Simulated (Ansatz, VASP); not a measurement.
# Cross-check of SnTe between VASP and Ansatz, part 2 of 2

Aim: how closely do two programs agree when they are given the same cell, functional and k mesh? The cell is taken from a series of VASP runs on this material, whose earlier steps may have relaxed, scaled or displaced it; both programs get it as it stands.

VASP 6.6.1 and Ansatz 0.2.0.

So far. Step 4 (Side by side): The walks stopped with -0.01 GPa left in Ansatz and 0.01 GPa in VASP; each walk ends within a tolerance, so the volume difference is uncertain by about these residues over the bulk modulus, most in soft cells.

### 5. VASP: relaxation of cell and atoms, r2SCAN with rVV10

Level of this step: r2SCAN with rVV10; plane waves and PAW (Te, Sn_d) (VASP).

The relaxed volume is the usual yardstick between codes: its relative difference is about their pressure difference at one cell divided by the bulk modulus. The cell compared in this pair holds 64.44 Å³, against 65.98 Å³ for the pair before.

File INCAR:

```
SYSTEM = SnTe
PREC = Accurate
ENCUT = 450
EDIFF = 1E-06
NELM = 100
ISMEAR = 0
SIGMA = 0.03
LREAL = .FALSE.
ALGO = Normal
METAGGA = R2SCAN
LUSE_VDW = .TRUE.
IVDW_NL = 2
BPARAM = 11.95
CPARAM = 0.0093
LASPH = .TRUE.
NBANDS = 16
LORBIT = 11
LWAVE = .FALSE.
LCHARG = .FALSE.
KPAR = 4
IBRION = 2
NSW = 50
ISIF = 3
EDIFFG = -0.006
```

File POSCAR:

```
SnTe
1.0
    0.0000000000      3.1820485636      3.1820485636
    3.1820485636      0.0000000000      3.1820485636
    3.1820485636      3.1820485636      0.0000000000
Te Sn
1 1
Direct
    0.5000000000      0.5000000000      0.5000000000
    0.0000000000      0.0000000000      0.0000000000
```

File KPOINTS:

```
Automatic mesh
0
Gamma
6 6 6
0 0 0
```

The projector-augmented-wave data sets are Te and Sn_d (PBE family, release 64).

Launch:

```sh
> mpirun -np 4 vasp_std
```

Numbers of over 12 decimals in the logs are rounded to 6 here.

What it wrote:

```text
[banner, memory and clock lines left out]
running    4 mpi-ranks, on    1 nodes
[...]
|                                                                             |
|               ----> ADVICE to this user running VASP <----                  |
|                                                                             |
|     You have switched on vdW-DFT.                                           |
|     This routine was written and supplied by Jiri Klimes. We recommend      |
|     that you carefully read and cite the following publications:            |
|       J. Klimes, D.R. Bowler, A. Michelides                                 |
|          J. Phys.: Cond Matt. 22 022201 (2010)                              |
|       J. Klimes, D.R. Bowler, A. Michelides                                 |
|          Phys. Rev. B. 83, 195131 (2011)                                    |
|     and references therein.                                                 |
|                                                                             |

[...]
DAV:   4    -0.501445683935E+02    0.45274E-05   -0.95697E-06   560   0.292E-02    0.571E-03
Total rVV10 correction in eV:      0.5353610    23.9347919
Total rVV10 correction in eV:      0.5353610    23.9347919
Total rVV10 correction in eV:      0.5353610    23.9347919
Total rVV10 correction in eV:      0.5353610    23.9347919
DAV:   5    -0.501445661824E+02    0.22111E-05   -0.10517E-06   432   0.919E-03    0.299E-03
Total rVV10 correction in eV:      0.5353766    23.9347919
Total rVV10 correction in eV:      0.5353766    23.9347919
Total rVV10 correction in eV:      0.5353766    23.9347919
Total rVV10 correction in eV:      0.5353766    23.9347919
DAV:   6    -0.501445656446E+02    0.53783E-06   -0.32941E-07   280   0.493E-03
Total rVV10 correction in eV:      0.5353824    23.9347919
Total rVV10 correction in eV:      0.5353824    23.9347919
Total rVV10 correction in eV:      0.5353824    23.9347919
Total rVV10 correction in eV:      0.5353824    23.9347919
Total rVV10 correction in eV:      0.5353790    23.9347919
Total rVV10 correction in eV:      0.5353790    23.9347919
Total rVV10 correction in eV:      0.5353790    23.9347919
Total rVV10 correction in eV:      0.5353790    23.9347919
   3 F= -.50144566E+02 E0= -.50144485E+02  d E =-.594667E-03
[...]
reached required accuracy - stopping structural energy minimisation
```

From OUTCAR (step 5):

```text
  Total        0.0043029      0.0043029      0.0043029      0.0000000      0.0000000      0.0000000
  in kB        0.1078671      0.1078671      0.1078671      0.0000000      0.0000000      0.0000000
  external PRESSURE =       0.1078671 kB  Pullay stress =       0.0000000 kB

 POSITION                                       TOTAL-FORCE (eV/Angst)
 -----------------------------------------------------------------------------------
      3.17335      3.17335      3.17335         0.000000      0.000000     -0.000000
      0.00000      0.00000      0.00000         0.000000      0.000000      0.000000
 -----------------------------------------------------------------------------------
    total drift:                                0.000000     -0.000000     -0.000000

  FREE ENERGIE OF THE ION-ELECTRON SYSTEM (eV)
  ---------------------------------------------------
  free  energy   TOTEN  =       -50.1445656446 eV

  energy  without entropy=      -50.1444043793  energy(sigma->0) =      -50.14448501

[... 2 parts as in an earlier step ...]

[... 2 further parts left out ...]
[key lines of the parts left out:]
E-fermi :   6.8025
```

### 6. Ansatz: relaxation of cell and atoms, r2SCAN with rVV10

The same cell, functional, mesh and smearing now go to Ansatz, which takes its cutoff from its data sets.

The cell is taken from a series of VASP runs on this material, whose earlier steps may have relaxed, scaled or displaced it; both programs get it as it stands.

File input.yaml:

```yaml
crystal:
  lattice:
    - [0.0, 3.1820485636, 3.1820485636]
    - [3.1820485636, 0.0, 3.1820485636]
    - [3.1820485636, 3.1820485636, 0.0]
  atoms:
    - { symbol: Te, position: [0.5, 0.5, 0.5] }
    - { symbol: Sn, position: [0.0, 0.0, 0.0] }
hamiltonian:
  xc: r2scan
  pseudopotentials: { kind: paw }
  dispersion: rvv10
kpoints:
  mp_grid: { grid: [6, 6, 6] }
scf:
  occupations: { method: gaussian, width: 0.03 }
relax:
  f_tol: 0.01
  max_steps: 60
  cell: { stress_tol: 0.05 }
output:
  forces: true
  stress: true
  write_density: true
  write_potential: true
  elf: true
  volumetric_format: npy
```

Launch:

```sh
> ansatz run input.yaml --threads 4 --pin off --max-ram 9216MiB --backend cpu --events-out ev --progress --plain --runs-dir out
```

What it wrote:

```text
[...]
Crystal: 2 atoms, lattice volume = 64.439 Å³
Basis set: ecut = 500 eV, 1639 PW (Γ), exchange–correlation on 160×160×160 points (64 copies of the dense FFT grid, shifted against one another)
Bands: 19, of which v1, the nominal top of the filled ones, is band 15 counted from 1 (14 counted from 0)
Symmetry: 48 space group operations
[...]
k-points: 16 of 216
[...]
k-point 15: bands = [... 11 lower, 1.9410, 3.9423, 4.8220, 7.3571, 11.5723, 13.0774, 14.9797, 15.2269]
--- Relaxed structure (3 steps of the walk, 3 accepted, 1 SCFs on fresh bases) ---
[...]
cell:  # Å, volume = 63.6718 Å³
    - [0, 3.169367, 3.169367]
    - [3.169367, 0, 3.169367]
    - [3.169367, 3.169367, 0]
  atoms:
    - { symbol: Te, position: [0.5, 0.5, 0.5] }
    - { symbol: Sn, position: [0, 0, 0] }
[key lines of the parts left out:]
SCF converged after 4 iterations
Free energy (F): -13030.054381 eV
Fermi energy:    9.529608 eV
P = ⅓ Tr σ = 0.0020 GPa (0.020 kbar)
```

Wall time 8.9 s (4 threads of Arm Neoverse V2, shared host); peak memory 0.64 GiB.

### 7. Comparison

What differs besides the data sets and the points named for the pairs above, as far as they apply: VASP keeps PBE cores, Ansatz makes them for the functional; the cutoff is 500 eV in Ansatz and 450 eV in VASP. Total energies have different zeros and are not compared.

Both answers:

| quantity | Ansatz | VASP | difference |
| --- | --- | --- | --- |
| volume (Å³) | 63.67 | 63.91 | -0.38 % |
| edge a after relaxation, in the typed setting (Å) | 4.482 | 4.488 | -0.12 % |

The walks stopped with 0.00 GPa left in Ansatz and 0.01 GPa in VASP; each walk ends within a tolerance, so the volume difference is uncertain by about these residues over the bulk modulus, most in soft cells.

### 8. Results

```
difference in volume (relaxation of cell and atoms, PBE)               : 0.052 %
difference in volume (relaxation of cell and atoms, r2SCAN with rVV10) : -0.38 %
```

The difference in volume is -0.38 % (relaxation of cell and atoms, r2SCAN with rVV10), within the 1.2 % picked in this series as the mark of a large difference, as far as the stopping tolerances let one tell. How closely two codes agree says nothing of how well the functional describes the real material.

[Lines on the potential files, build, host, timing and source positions are cut from VASP's logs without a mark.]

[Logs are printed without paths, hosts, clocks, repeated set-up lines and the standing remarks that a program may print on its own settings, such as how far it seeks lower states.]

[Hosts, paths, dates, database ids (printed as entryN), source tags and the programs' standing remarks are cut or masked in the printed files.]
